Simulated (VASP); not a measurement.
Calculation: PBE GGA, VASP's PBE PAW potentials (set 64) (plane waves; VASP 6.6.1).

VASP input:

**INCAR**
```
# general
SYSTEM = LiCl
PREC   = Accurate
ENCUT  = 520   # plane-wave cut-off (eV)
LREAL  = .FALSE.   # projection in real space or not
LASPH  = .TRUE.   # aspherical one-centre terms
ICHARG = 11

# electronic loop
EDIFF  = 1E-7   # SCF stop (eV)
NELM   = 100   # most electronic steps
ALGO   = Normal   # blocked Davidson

# smearing
ISMEAR = 0
SIGMA  = 0.05   # width (eV)

# functional
GGA    = PE   # PBE

# output
LWAVE  = .FALSE.
LCHARG = .FALSE.
LORBIT = 11   # lm-projected
```

**POSCAR**
```
LiCl
1
    0.0000000000     2.5705542292     2.5705542292
    2.5705542292     0.0000000000     2.5705542292
    2.5705542292     2.5705542292     0.0000000000
Li Cl
1 1
Direct
  0.0000000000   0.0000000000   0.0000000000
  0.5000000000   0.5000000000   0.5000000000
```

### KPOINTS
```
k-points along high-symmetry lines
15
Line-mode
Reciprocal
  0.000000   0.000000   0.000000 ! GAMMA
  0.500000   0.000000   0.500000 ! X

  0.500000   0.000000   0.500000 ! X
  0.625000   0.250000   0.625000 ! U

  0.375000   0.375000   0.750000 ! K
  0.000000   0.000000   0.000000 ! GAMMA

  0.000000   0.000000   0.000000 ! GAMMA
  0.500000   0.500000   0.500000 ! L

  0.500000   0.500000   0.500000 ! L
  0.500000   0.250000   0.750000 ! W

  0.500000   0.250000   0.750000 ! W
  0.500000   0.000000   0.500000 ! X
```

POTCAR, in this order: Li_sv Cl (PBE.64 set). Program: vasp_std. Read from the step before: CHGCAR.

What VASP printed:

### OSZICAR
```
       N       E                     dE             d eps       ncg     rms          rms(c)
DAV:   1     0.427344616757E+02    0.42734E+02   -0.42209E+03  1620   0.103E+03
DAV:   2    -0.527139756113E+01   -0.48006E+02   -0.45239E+02  2242   0.159E+02
DAV:   3    -0.696731155503E+01   -0.16959E+01   -0.16944E+01  2100   0.364E+01
DAV:   4    -0.699438707557E+01   -0.27076E-01   -0.27042E-01  2556   0.457E+00
DAV:   5    -0.699460708148E+01   -0.22001E-03   -0.21998E-03  2241   0.353E-01
DAV:   6    -0.699461112067E+01   -0.40392E-05   -0.40392E-05  2529   0.334E-02
DAV:   7    -0.699461116372E+01   -0.43051E-07   -0.43042E-07  2355   0.272E-03
   1 F= -.69946112E+01 E0= -.69946112E+01  d E =-.404326E-19
```

### OUTCAR
```
 val. band max:        0.5321054513   @ k =   0.0804   0.0804   0.1607

 cond. band min:       6.8303144978   @ k =   0.0000   0.0000   0.0000



 k-point     1 :       0.0000    0.0000    0.0000
  band No.  band energies     occupation
      1     -43.0054      2.00000
      2     -12.8439      2.00000
      3       0.5290      2.00000
      4       0.5290      2.00000
      5       0.5290      2.00000
      6       6.8303      0.00000
      7      12.4616      0.00000
      8      12.4616      0.00000
      9      12.4616      0.00000

 k-point     2 :       0.0357    0.0000    0.0357
  band No.  band energies     occupation
      1     -43.0053      2.00000
      2     -12.8355      2.00000
      3       0.4873      2.00000
      4       0.5134      2.00000
      5       0.5134      2.00000
      6       6.8921      0.00000
      7      12.3545      0.00000
      8      12.4629      0.00000
      9      12.4629      0.00000

 k-point     3 :       0.0714    0.0000    0.0714
  band No.  band energies     occupation
      1     -43.0052      2.00000
      2     -12.8106      2.00000
      3       0.3662      2.00000
      4       0.4674      2.00000
      5       0.4674      2.00000
      6       7.0716      0.00000
      7      12.0720      0.00000
      8      12.4730      0.00000
      9      12.4733      0.00000

 k-point     4 :       0.1071    0.0000    0.1071
  band No.  band energies     occupation
      1     -43.0050      2.00000
      2     -12.7699      2.00000
      3       0.1768      2.00000
      4       0.3945      2.00000
      5       0.3945      2.00000
      6       7.3573      0.00000
      7      11.6902      0.00000
      8      12.3837      0.00000
      9      12.5053      0.00000

 k-point     5 :       0.1429    0.0000    0.1429
  band No.  band energies     occupation
      1     -43.0047      2.00000
      2     -12.7144      2.00000
      3      -0.0661      2.00000
      4       0.2997      2.00000
...
```

The density is held fixed in this step, so its total energy and stress have no physical meaning.

The structure was generated: LiCl was put into the rock salt type (Fm-3m), which need not be its known phase. It was relaxed first, which changed the volume by +11 %.
